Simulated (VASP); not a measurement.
Runs of VASP 6.6.1 on SbW2. It takes space group Fm-3m (No. 225, cubic). Conventional cell: a = 6.266 Å, b = 6.266 Å, c = 6.266 Å, α = 90.00°, β = 90.00°, γ = 90.00°. Around Sb (site symmetry m-3m) lie 8 W at 2.71 Å. Around W (site symmetry -43m) lie 4 Sb at 2.71 Å. The cell was built by a generator and needn't be a form met in nature.

| task | level | potentials or basis | cell | k mesh | cutoff (eV) | smearing | pressure (GPa) | relaxed volume (Å³/atom) |
| --- | --- | --- | --- | --- | --- | --- | --- | --- |
| band structure | r2SCAN | VASP PAW PBE potentials, release 64 (Sb, W_sv) | as given | 5 × 5 × 5 | 520 | fermi-dirac 0.05 eV | -1.9 | - |
| relaxation of cell and atoms | PBE | VASP PAW PBE potentials, release 64 (Sb, W_sv) | relaxed | 7 × 7 × 7 | 600 | fermi-dirac 0.05 eV | 0.1 | (a) |
| relaxation of cell and atoms | revPBE | VASP PAW PBE potentials, release 64 (Sb, W_sv) | relaxed | 7 × 7 × 7 | 600 | fermi-dirac 0.05 eV | 0.0 | 20.74 |
| relaxation of cell and atoms | PBE | VASP PAW PBE potentials, release 64 (Sb, W_sv) | relaxed | 7 × 7 × 7 | 600 | methfessel-paxton 0.1 eV | 0.0 | 20.52 |
| relaxation of cell and atoms | LDA | VASP PAW LDA potentials, release 64 (Sb, W_sv) | relaxed | 7 × 7 × 7 | 600 | fermi-dirac 0.05 eV | 0.0 | (b) |

Alike in all rows: no spin polarisation.

Problem. Fill in the values left out.

Solution. (a) 20.53; (b) 19.58.

Caveats: the PAW data sets were made with another functional, which shifts forces and pressure a little (some runs).

Not every run made on this cell is shown here.
